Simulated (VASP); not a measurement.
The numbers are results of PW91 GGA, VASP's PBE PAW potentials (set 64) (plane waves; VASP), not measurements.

The input files of a VASP run:

### INCAR
```
SYSTEM=TiCo
PREC=Accurate; ENCUT=520; LREAL=.FALSE.
LASPH=.TRUE.
EDIFF=1E-7; NELM=100; ALGO=Normal
LMAXMIX=4
ISMEAR=-5
GGA=91
ISIF=2
LWAVE=.FALSE.; LCHARG=.TRUE.; LORBIT=11
NEDOS=601
```

File KPOINTS:
```
Automatic mesh
0
Gamma
14 14 14
0 0 0
```

POSCAR:
```
TiCo
2.9689720
  0.9999999651   0.0000000000   0.0000000000
  0.0000000000   0.9999999651   0.0000000000
  0.0000000000   0.0000000000   0.9999999651
Ti Co
1 1
Direct
  0.0000000000   0.0000000000   0.0000000000
  0.5000000000   0.5000000000   0.5000000000
```

POTCAR, in this order: Ti_sv Co (PBE.64 set). Program: vasp_std.

Output of the run:

### OSZICAR
```
       N       E                     dE             d eps       ncg     rms          rms(c)
DAV:   1     0.151137047216E+03    0.15114E+03   -0.10467E+04  3360   0.188E+03
DAV:   2    -0.870993675016E+01   -0.15985E+03   -0.15723E+03  3414   0.411E+02
DAV:   3    -0.175755793873E+02   -0.88656E+01   -0.88024E+01  5300   0.107E+02
DAV:   4    -0.178599663978E+02   -0.28439E+00   -0.28334E+00  4184   0.153E+01
DAV:   5    -0.178687441493E+02   -0.87778E-02   -0.87747E-02  4898   0.261E+00    0.130E+01
DAV:   6    -0.158860809579E+02    0.19827E+01   -0.12199E+01  4386   0.530E+01    0.542E+00
DAV:   7    -0.186787125903E+02   -0.27926E+01   -0.26998E+01  5548   0.485E+01    0.240E+01
DAV:   8    -0.155905263166E+02    0.30882E+01   -0.17760E+01  5060   0.402E+01    0.179E+00
DAV:   9    -0.156232548452E+02   -0.32729E-01   -0.23290E-01  4114   0.474E+00    0.180E+00
DAV:  10    -0.156092414561E+02    0.14013E-01   -0.72524E-02  5106   0.340E+00    0.541E-01
DAV:  11    -0.156075753420E+02    0.16661E-02   -0.51718E-03  4446   0.757E-01    0.341E-01
DAV:  12    -0.156067485446E+02    0.82680E-03   -0.32419E-03  4804   0.522E-01    0.783E-02
DAV:  13    -0.156067149427E+02    0.33602E-04   -0.18393E-04  4510   0.123E-01    0.370E-02
DAV:  14    -0.156067184566E+02   -0.35139E-05   -0.43354E-05  5180   0.659E-02    0.520E-03
DAV:  15    -0.156067199665E+02   -0.15099E-05   -0.37737E-06  3968   0.223E-02    0.141E-03
DAV:  16    -0.156067197282E+02    0.23822E-06   -0.12686E-07  2640   0.492E-03    0.653E-04
DAV:  17    -0.156067196396E+02    0.88658E-07   -0.19284E-08  1908   0.203E-03
   1 F= -.15606720E+02 E0= -.15606720E+02  d E =0.000000E+00
```

OUTCAR:
```
------------------------ aborting loop because EDIFF is reached ----------------------------------------
  FORCE on cell =-STRESS in cart. coord.  units (eV):
  Direction    XX          YY          ZZ          XY          YZ          ZX
  --------------------------------------------------------------------------------------
  Total       -0.0244340     -0.0244340     -0.0244340     -0.0000000      0.0000000     -0.0000000
  in kB       -1.4958478     -1.4958478     -1.4958478     -0.0000000      0.0000000     -0.0000000
  external PRESSURE =      -1.4958478 kB  Pullay stress =       0.0000000 kB
  volume of cell :       26.17
      direct lattice vectors                 reciprocal lattice vectors
     2.968971896  0.000000000  0.000000000     0.336816930  0.000000000  0.000000000
     0.000000000  2.968971896  0.000000000     0.000000000  0.336816930  0.000000000
     0.000000000  0.000000000  2.968971896     0.000000000  0.000000000  0.336816930
 POSITION                                       TOTAL-FORCE (eV/Angst)
 -----------------------------------------------------------------------------------
      0.00000      0.00000      0.00000         0.000000      0.000000      0.000000
      1.48449      1.48449      1.48449         0.000000      0.000000      0.000000
 -----------------------------------------------------------------------------------
    total drift:                                0.000000      0.000000     -0.000000
  FREE ENERGIE OF THE ION-ELECTRON SYSTEM (eV)
  ---------------------------------------------------
  free  energy   TOTEN  =       -15.6067196396 eV

  energy  without entropy=      -15.6067196396  energy(sigma->0) =      -15.60671964

 total charge

# of ion       s       p       d       tot
------------------------------------------
    1        2.250   6.181   1.885  10.315
    2        0.527   0.448   7.371   8.346
--------------------------------------------------
tot          2.777   6.628   9.256  18.661
```
(Selected blocks of OUTCAR.)

For a metal the tetrahedron method with Blöchl corrections gives inexact stress and forces.

The compound is TiCo in the CsCl type structure. It was relaxed first. The run is not spin-polarised, so no magnetic state was tried. The electron count is odd and the run is not spin-polarised, which forces a metal.
